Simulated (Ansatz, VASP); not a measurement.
# BW5: VASP beside Ansatz

```
B W
1.0
     4.99781    0.00000    0.00000
    -2.49890    4.32823    0.00000
     0.00000    0.00000    4.88414
B W
1 5
Direct
  0.00000 0.00000 0.00000
  0.33333 0.66667 0.00000
  0.66667 0.33333 0.00000
  0.50000 0.00000 0.50000
  0.50000 0.50000 0.50000
  0.00000 0.50000 0.50000
```

Change from the starting cell: species swapped into the PrCo5 type (P6/mmm, No. 191).

Alike in both runs: functional PBE; k mesh 12 × 12 × 8; occupations gaussian, width 0.1 eV; no spin polarisation.

Ansatz relaxed the structure, and its values are those at the end. VASP's run is a single point on that final structure, the one shown.

|  | VASP | Ansatz |
| --- | --- | --- |
| version | VASP 6.6.1 | Ansatz 0.2.0 |
| potentials or method | VASP PAW PBE potentials, release 64 (B, W_sv) | scalar-relativistic, plane waves, PAW |
| plane-wave cutoff (eV) | 520 | 420 |
| valence electrons in the cell | 73 | 73 |

|  | VASP | Ansatz | Ansatz less VASP |
| --- | --- | --- | --- |
| gap on the k mesh at the Fermi level (eV) | none | none | - |
| pressure (GPa) | 0.7 | 0.0 | -0.67 |

A gap of «none» marks a metal or a gap that the smearing closes.

The runs have no spin-orbit coupling, so splittings on W are missing.
